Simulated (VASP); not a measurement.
Consider the following.

```yaml
crystal:
  lattice:
    - [-2.98534, 2.98534, 2.98534]
    - [2.98534, -2.98534, 2.98534]
    - [2.98534, 2.98534, -2.98534]
  atoms:
    - { symbol: Cs, position: [0.00000, 0.00000, 0.00000] }
```

These are rev-vdW-DF2, VASP's PBE PAW potentials (set 64) (plane waves; VASP) values and carry that method's errors. Run with 520 eV cut-off, 10×10×10 Γ-centred mesh, tetrahedra with Blöchl corrections, potentials Cs_sv.

Unless said otherwise, spin-orbit coupling is left out, though it shifts the bands of the heavy elements here.

**Question.** Estimate the energy per atom (σ→0), band gap (on the k-mesh) with the smallest direct gap where there is one.

**Answer.** 
The band gap (on the k-mesh) is none (metal, semimetal or under 0.01 eV) and the energy per atom (σ→0) comes out as 167.7 kJ/mol-atom.

Only differences to runs with the same potentials and settings are physical.

The compound is Cs in the bcc structure. It was relaxed first, which changed the volume by -6 %.
